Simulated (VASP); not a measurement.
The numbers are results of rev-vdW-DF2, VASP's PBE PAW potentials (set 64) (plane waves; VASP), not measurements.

The input files of a VASP run:

POSCAR:
```
TiC
1.0
  0.0000000000   2.1153911355   2.1153911355
  2.1153911355   0.0000000000   2.1153911355
  2.1153911355   2.1153911355   0.0000000000
Ti C
1 1
Cart
  0.0000000000   0.0000000000   0.0000000000
  2.1153911355   2.1153911355   2.1153911355
```

**INCAR**
```
AGGAC  =  0.0
ALGO  =  Normal
EDIFF  =  1E-7
ENCUT  =  520
GGA  =  MK
ISIF  =  2
ISMEAR  =  1
LASPH  =  T
LCHARG  =  F
LMAXMIX  =  4
LREAL  =  F
LUSE_VDW  =  T
LWAVE  =  F
NELM  =  100
PARAM1  =  0.1234568
PARAM2  =  0.7114
PREC  =  Accurate
SIGMA  =  0.1
SYSTEM  =  TiC
ZAB_VDW  =  -1.8867
```

File KPOINTS:
```
Automatic mesh
0
gamma
 14 14 14
```

POTCAR, in this order: Ti_sv C (PBE.64 set). Program: vasp_std.

The run wrote:

**OUTCAR**
```
 ion  position               nearest neighbor table
   1  0.000  0.000  0.000-   2 2.12   2 2.12   2 2.12   2 2.12   2 2.12   2 2.12
   2  0.500  0.500  0.500-   1 2.12   1 2.12   1 2.12   1 2.12   1 2.12   1 2.12
  LATTYP: Found a face centered cubic cell.
 ALAT       =     4.2307822710
 Subroutine PRICEL returns:
 Original cell was already a primitive cell.
 Subroutine GETGRP returns: Found 48 space group operations
The static configuration has the point symmetry O_h .
The dynamic configuration has the point symmetry O_h .
 Subroutine INISYM returns: Found 48 space group operations
 Subroutine IBZKPT returns following result:
 Found    104 irreducible k-points:

 Following reciprocal coordinates:
            Coordinates               Weight
  0.000000  0.000000  0.000000      1.000000
  0.071429  0.000000  0.000000      8.000000
  0.142857  0.000000  0.000000      8.000000
  0.214286  0.000000  0.000000      8.000000
  0.285714  0.000000  0.000000      8.000000
  0.357143  0.000000  0.000000      8.000000
  0.428571  0.000000  0.000000      8.000000
  0.500000  0.000000  0.000000      4.000000
  0.071429  0.071429  0.000000      6.000000
  0.142857  0.071429  0.000000     24.000000
  0.214286  0.071429  0.000000     24.000000
  0.285714  0.071429  0.000000     24.000000
  0.357143  0.071429  0.000000     24.000000
  0.428571  0.071429  0.000000     24.000000
  0.500000  0.071429  0.000000     24.000000
 -0.428571  0.071429  0.000000     24.000000
 -0.357143  0.071429  0.000000     24.000000
 -0.285714  0.071429  0.000000     24.000000
 -0.214286  0.071429  0.000000     24.000000
 -0.142857  0.071429  0.000000     24.000000
 -0.071429  0.071429  0.000000     12.000000
  0.142857  0.142857  0.000000      6.000000
  0.214286  0.142857  0.000000     24.000000
  0.285714  0.142857  0.000000     24.000000
  0.357143  0.142857  0.000000     24.000000
  0.428571  0.142857  0.000000     24.000000
  0.500000  0.142857  0.000000     24.000000
 -0.428571  0.142857  0.000000     24.000000
 -0.357143  0.142857  0.000000     24.000000
 -0.285714  0.142857  0.000000     24.000000
 -0.214286  0.142857  0.000000     24.000000
 -0.142857  0.142857  0.000000     12.000000
  0.214286  0.214286  0.000000      6.000000
  0.285714  0.214286  0.000000     24.000000
  0.357143  0.214286  0.000000     24.000000
  0.428571  0.214286  0.000000     24.000000
  0.500000  0.214286  0.000000     24.000000
 -0.428571  0.214286  0.000000     24.000000
 -0.357143  0.214286  0.000000     24.000000
 -0.285714  0.214286  0.000000     24.000000
   k-points           NKPTS =    104   k-points in BZ     NKDIM =    104   number of bands    NBANDS=     12
   number of dos      NEDOS =    301   number of ions     NIONS =      2
   total plane-waves  NPLWV =  13824
   dimension x,y,z NGX =    24 NGY =   24 NGZ =   24
   dimension x,y,z NGXF=    48 NGYF=   48 NGZF=   48
   ions per type =               1   1
   PREC   = accura    normal or accurate (medium, high low for compatibility)
   ISTART =      0    job   : 0-new  1-cont  2-samecut
   ICHARG =      2    charge: 1-file 2-atom 10-const
   ISPIN  =      1    spin polarized calculation?
   LNONCOLLINEAR =      F non collinear calculations
   LSORBIT =      F    spin-orbit coupling
   INIWAV =      1    electr: 0-lowe 1-rand  2-diag
   ENCUT  =  520.0 eV  38.22 Ry    6.18 a.u.   5.56  5.56  5.56*2*pi/ulx,y,z
   NELM   =    100;   NELMIN=  2; NELMDL= -5     # of ELM steps
   EDIFF  = 0.1E-06   stopping-criterion for ELM
   LREAL  =      F    real-space projection
   NLSPLINE    = F    spline interpolate recip. space projectors
   LMAXMIX     =    4 max onsite mixed and CHGCAR
...
```

OSZICAR:
```
       N       E                     dE             d eps       ncg     rms          rms(c)
DAV:   1     0.122869378652E+03    0.12287E+03   -0.84370E+03  2500   0.162E+03
DAV:   2    -0.110626057849E+02   -0.13393E+03   -0.12729E+03  2596   0.386E+02
DAV:   3    -0.203507452199E+02   -0.92881E+01   -0.88510E+01  3152   0.978E+01
DAV:   4    -0.208266423691E+02   -0.47590E+00   -0.47513E+00  3212   0.213E+01
DAV:   5    -0.208436248337E+02   -0.16982E-01   -0.16981E-01  3312   0.354E+00    0.205E+01
DAV:   6    -0.159224546751E+02    0.49212E+01   -0.29892E+01  2924   0.715E+01    0.690E+00
DAV:   7    -0.154047796078E+02    0.51768E+00   -0.40126E+00  2824   0.272E+01    0.558E+00
DAV:   8    -0.153814879956E+02    0.23292E-01   -0.16596E-01  2672   0.582E+00    0.258E+00
DAV:   9    -0.153908197111E+02   -0.93317E-02   -0.73953E-02  3008   0.309E+00    0.804E-01
DAV:  10    -0.153881525538E+02    0.26672E-02   -0.14326E-02  3216   0.182E+00    0.409E-01
DAV:  11    -0.153877088253E+02    0.44373E-03   -0.27741E-03  2892   0.731E-01    0.739E-02
DAV:  12    -0.153876726555E+02    0.36170E-04   -0.26950E-04  2640   0.264E-01    0.222E-02
DAV:  13    -0.153876581802E+02    0.14475E-04   -0.31696E-05  3296   0.920E-02    0.540E-03
DAV:  14    -0.153876576846E+02    0.49557E-06   -0.11963E-06  2920   0.124E-02    0.138E-03
DAV:  15    -0.153876577443E+02   -0.59645E-07   -0.23258E-07  2520   0.322E-03
   1 F= -.15387658E+02 E0= -.15387654E+02  d E =-.104097E-04
```

### OUTCAR
```
------------------------ aborting loop because EDIFF is reached ----------------------------------------
  FORCE on cell =-STRESS in cart. coord.  units (eV):
  Direction    XX          YY          ZZ          XY          YZ          ZX
  --------------------------------------------------------------------------------------
  Total        2.1150886      2.1150886      2.1150886      0.0000000      0.0000000      0.0000000
  in kB      178.9934373    178.9934373    178.9934373      0.0000000      0.0000000      0.0000000
  external PRESSURE =     178.9934373 kB  Pullay stress =       0.0000000 kB
  volume of cell :       18.93
      direct lattice vectors                 reciprocal lattice vectors
     0.000000000  2.115391135  2.115391135    -0.236362908  0.236362908  0.236362908
     2.115391135  0.000000000  2.115391135     0.236362908 -0.236362908  0.236362908
     2.115391135  2.115391135  0.000000000     0.236362908  0.236362908 -0.236362908
 POSITION                                       TOTAL-FORCE (eV/Angst)
 -----------------------------------------------------------------------------------
      0.00000      0.00000      0.00000         0.000000      0.000000     -0.000000
      2.11539      2.11539      2.11539         0.000000      0.000000      0.000000
 -----------------------------------------------------------------------------------
    total drift:                                0.000000     -0.000000     -0.000000
  FREE ENERGIE OF THE ION-ELECTRON SYSTEM (eV)
  ---------------------------------------------------
  free  energy   TOTEN  =       -15.3876577443 eV

  energy  without entropy=      -15.3876473346  energy(sigma->0) =      -15.38765427
```
(Selected blocks of OUTCAR.)

The compound is TiC in the rock salt structure. This cell is one point of a volume scan, at 0.94 of the reference volume.
